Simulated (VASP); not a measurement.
A convergence study with VASP on Ba (bcc): a few settings are varied, all else stays as given below, so the limit is that of these other settings. The cell's lengths are 1 % over those of the tabulated start, so it is off equilibrium.

```yaml
crystal:
  lattice:
    - [-2.53510, 2.53510, 2.53510]
    - [2.53510, -2.53510, 2.53510]
    - [2.53510, 2.53510, -2.53510]
  atoms:
    - { symbol: Ba, position: [0.00000, 0.00000, 0.00000] }
```

Level of theory: PBE GGA, VASP's PBE PAW potentials (set 64) (plane waves; VASP). The last row used: 550 eV cut-off, 8×8×8 Γ-centred mesh, first-order Methfessel-Paxton smearing of 0.10 eV, potentials Ba_sv.

| setting | E (eV/atom) | pressure (GPa) | electronic steps |
|---|---|---|---|
| ALGO = Normal, EDIFF = 1E-2 | -1.9096 | -0.58 | 6 |
| ALGO = Normal, EDIFF = 1E-3 | -1.9097 | -0.55 | 6 |
| ALGO = Normal, EDIFF = 1E-4 | -1.9108 | -0.23 | 9 |
| ALGO = Normal, EDIFF = 1E-5 | -1.9108 | -0.23 | 9 |
| ALGO = Normal, EDIFF = 1E-6 | -1.9108 | -0.27 | 11 |
| ALGO = Normal, EDIFF = 1E-7 | -1.9108 | -0.27 | 11 |
| ALGO = Normal, EDIFF = 1E-8 | -1.9108 | -0.27 | 13 |
| ALGO = Normal, EDIFF = 1E-9 | -1.9108 | -0.27 | 16 |
| ALGO = Fast, EDIFF = 1E-2 | -1.9096 | -0.58 | 6 |
| ALGO = Fast, EDIFF = 1E-3 | -1.9096 | -0.58 | 6 |
| ALGO = Fast, EDIFF = 1E-4 | -1.9108 | -0.24 | 9 |
| ALGO = Fast, EDIFF = 1E-5 | -1.9108 | -0.27 | 10 |
| ALGO = Fast, EDIFF = 1E-6 | -1.9108 | -0.27 | 11 |
| ALGO = Fast, EDIFF = 1E-7 | -1.9108 | -0.27 | 14 |
| ALGO = Fast, EDIFF = 1E-8 | -1.9108 | -0.27 | 15 |
| ALGO = Fast, EDIFF = 1E-9 | -1.9108 | -0.27 | 19 |
| ALGO = All, EDIFF = 1E-2 | -1.9087 | 0.18 | 6 |
| ALGO = All, EDIFF = 1E-3 | -1.9107 | -0.34 | 8 |
| ALGO = All, EDIFF = 1E-4 | -1.9107 | -0.29 | 9 |
| ALGO = All, EDIFF = 1E-5 | -1.9108 | -0.27 | 12 |
| ALGO = All, EDIFF = 1E-6 | -1.9108 | -0.27 | 14 |
| ALGO = All, EDIFF = 1E-7 | -1.9108 | -0.27 | 16 |
| ALGO = All, EDIFF = 1E-8 | -1.9108 | -0.27 | 18 |
| ALGO = All, EDIFF = 1E-9 | -1.9108 | -0.27 | 21 |

Left out are rungs that failed or repeat a setting and relaxations that didn't move; long series are thinned to 24 rows.

The compound is Ba in the bcc structure. The cell was not relaxed at this level.
